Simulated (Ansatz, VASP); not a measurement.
AgB2 in VASP and in Ansatz

INCAR

```
PREC = Accurate
ENCUT = 520
EDIFF = 1E-6
ISMEAR = 1
SIGMA = 0.1
LREAL = False
LASPH = True
NELM = 80
ALGO = Normal
ISIF = 2
LWAVE = False
LCHARG = True
GGA = PS
LELF = True
LVHAR = True
NBANDS = 16
```

The input KPOINTS:

```
Automatic mesh
0
Gamma
  11 11 7
```

File POSCAR:

```
AgB2
1.0
    3.0268040000      0.0000000000      0.0000000000
   -1.5134020000      2.6212890000      0.0000000000
    0.0000000000      0.0000000000      4.0639220000
Ag B
1 2
Direct
    0.0000000000      0.0000000000      0.0000000000
    0.3333333333      0.6666666667      0.5000000000
    0.6666666667      0.3333333333      0.5000000000
```

Input for Ansatz:

```yaml
crystal:
  lattice:
    - [3.026804, 0.0, 0.0]
    - [-1.513402, 2.621289, 0.0]
    - [0.0, 0.0, 4.063922]
  atoms:
    - { symbol: Ag, position: [0.0, 0.0, 0.0] }
    - { symbol: B, position: [0.3333333333333333, 0.6666666666666666, 0.5] }
    - { symbol: B, position: [0.6666666666666666, 0.3333333333333333, 0.5] }
basis:
  ecutwfc: 653.073269903712
kpoints:
  mp_grid:
    grid: [11, 11, 7]
hamiltonian:
  xc: pbesol
scf:
  n_extra_bands: 4
  occupations:
    method: methfessel_paxton
output:
  stress: true
```

The cell comes from a database or a generator and needn't be the stable form of this composition.

Alike in both runs: task single point; functional PBEsol; k mesh 11 × 11 × 7; no spin polarisation.

|  | VASP | Ansatz |
| --- | --- | --- |
| version | VASP 6.6.1 | Ansatz 0.2.0 |
| potentials or method | VASP PAW PBE potentials, release 64 (Ag, B) | plane waves, PAW |
| plane-wave cutoff (eV) | 520 | 653 |
| occupations | methfessel-paxton of order 1, width 0.1 eV | methfessel-paxton of order 1 |
| valence electrons in the cell | 17 | 25 |

|  | VASP | Ansatz | Ansatz less VASP |
| --- | --- | --- | --- |
| pressure (GPa) | -5.6 | -5.6 | -0.04 |
| largest component of the traceless stress (GPa) | 1.66 | 1.49 | -0.170 |

The two sets of potentials don't hold the same shells in valence.

Caveats: the PAW data sets were made with another functional, which shifts forces and pressure a little (VASP).
